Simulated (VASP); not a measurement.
An input for Ansatz (written as the equivalent of a VASP run, and not itself run):

Ansatz 0.2 input:
```yaml
crystal:
  lattice:
    - [3.1716218, 0.0000000, 0.0000000]
    - [0.0000000, 3.1716218, 0.0000000]
    - [0.0000000, 0.0000000, 3.1716218]
  atoms:
    - { symbol: Ti, position: [0.0000000, 0.0000000, 0.0000000] }
    - { symbol: Al, position: [0.5000000, 0.5000000, 0.5000000] }
kpoints:
  mp_grid: { grid: [10, 10, 10] }
hamiltonian:
  xc: r2scan
  pseudopotentials: { kind: paw }
scf:
  occupations: { method: methfessel_paxton, width: 0.1 }
  max_iter: 100
relax:
  max_steps: 60
  f_tol: 0.01
  cell: {}
output: { forces: true, stress: true, eigenvalues: true }
```

Problem. Write the VASP files for the same calculation (r2SCAN).

Solution. Several could match; the one computed here: 
**KPOINTS**
```
Automatic
0
G
  10 10 10
```

### INCAR
```
LMIXTAU = .TRUE.
METAGGA = R2SCAN
ENCUT = 400
NELM = 100   ! most electronic steps
ALGO = Normal   ! blocked Davidson
LMAXMIX = 4   ! l cut-off of mixed one-centre charges
SYSTEM = TiAl
NSW = 60
EDIFFG = -0.01
PREC = Accurate
IBRION = 2   ! conjugate gradients
LASPH = .TRUE.
SIGMA = 0.1
LREAL = .FALSE.
LWAVE = .FALSE.
ISMEAR = 1
LCHARG = .FALSE.
ISIF = 3   ! ions, shape and volume
EDIFF = 1E-6
```

File POSCAR:
```
TiAl
1
    3.1716217876     0.0000000000     0.0000000000
   -0.0000000000     3.1716217876    -0.0000000000
   -0.0000000000     0.0000000000     3.1716217876
Ti Al
1 1
Direct
  0.0000000000   0.0000000000   0.0000000000
  0.5000000000   0.5000000000   0.5000000000
```

POTCAR, in this order: Ti_sv Al (PBE.64 set). Program: vasp_std.

The two are equivalent in intent, not identical: each code has its own PAW files, so the cut-off isn't converted (ENCUT is set for VASP's; basis.ecutwfc is left out, and Ansatz then takes the one that its files recommend); Ansatz stops its SCF on the density residual and VASP on the energy change (EDIFF).

The structure was generated: TiAl was put into the CsCl type type (Pm-3m), which need not be its known phase. This run relaxes it. Symmetry was kept, so distortions that lower it aren't found. The start is the result of an earlier pass.
